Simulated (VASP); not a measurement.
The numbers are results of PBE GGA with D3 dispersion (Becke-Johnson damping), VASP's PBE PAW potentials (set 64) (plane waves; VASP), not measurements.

The input files of a VASP run:

### KPOINTS
```
Automatic mesh
0
Gamma
1 1 1
0 0 0
```

### INCAR
```
! general
SYSTEM =Tl atom
PREC   =Normal
ENCUT  =520
LREAL  =.FALSE.
LASPH  =.TRUE.
ISYM   =0

! electronic loop
EDIFF  =1E-6
NELM   =200
ALGO   =All
LMAXMIX=4

! smearing
ISMEAR =0
SIGMA  =0.01

! functional
GGA    =PE
IVDW   =12

! spin
ISPIN  =2
MAGMOM =1
NUPDOWN=1

! output
LWAVE  =.FALSE.
LCHARG =.FALSE.
LORBIT =10
```

**POSCAR**
```
Tl atom
12.0
  1.0000000000   0.0000000000   0.0000000000
  0.0000000000   1.0416666667   0.0000000000
  0.0000000000   0.0000000000   1.0833333333
Tl
1
Cartesian
  0.0000000000   0.0000000000   0.0000000000
```

POTCAR, in this order: Tl_d (PBE.64 set). Program: vasp_gam. Read from the step before: WAVECAR.

The resulting files:

OSZICAR:
```
       N       E                     dE             d eps       ncg     rms           ort
SDA:   1    -0.221729268437E+00   -0.22173E+00    0.00000E+00    11   0.556E-07   0.000E+00
CGA:   2    -0.221729284095E+00   -0.15658E-07   -0.15412E-07    11   0.940E-08   0.480E-08
   1 F= -.22236702E+00 E0= -.22236702E+00  d E =-.517421E-31  mag=     1.0000
```

OUTCAR:
```
------------------------ aborting loop because EDIFF is reached ----------------------------------------
 Edisp (eV)   -0.00064
  FORCE on cell =-STRESS in cart. coord.  units (eV):
  Direction    XX          YY          ZZ          XY          YZ          ZX
  --------------------------------------------------------------------------------------
  Total      -0.01627    -0.01759     0.00203     0.00000    -0.00010    -0.00002
  in kB      -0.01337    -0.01445     0.00167     0.00000    -0.00008    -0.00002
  external pressure =       -0.01 kB  Pullay stress =        0.00 kB
  volume of cell :     1950.00
      direct lattice vectors                 reciprocal lattice vectors
    12.000000000  0.000000000  0.000000000     0.083333333  0.000000000  0.000000000
     0.000000000 12.500000000  0.000000000     0.000000000  0.080000000  0.000000000
     0.000000000  0.000000000 13.000000000     0.000000000  0.000000000  0.076923077
 POSITION                                       TOTAL-FORCE (eV/Angst)
 -----------------------------------------------------------------------------------
      0.00000      0.00000      0.00000        -0.000000      0.000000      0.000000
 -----------------------------------------------------------------------------------
    total drift:                               -0.000000      0.000000      0.000000
  FREE ENERGIE OF THE ION-ELECTRON SYSTEM (eV)
  ---------------------------------------------------
  free  energy   TOTEN  =        -0.2223670157 eV

  energy  without entropy=       -0.2223670157  energy(sigma->0) =       -0.22236702

 total charge

# of ion       s       p       d       tot
------------------------------------------
    1        1.253   0.228   9.645  11.126

 magnetization (x)

# of ion       s       p       d       tot
------------------------------------------
    1       -0.008   0.228  -0.006   0.214
```
(Selected blocks of OUTCAR.)

The atom may not be in its lowest state.

The cell is a free atom in a box.
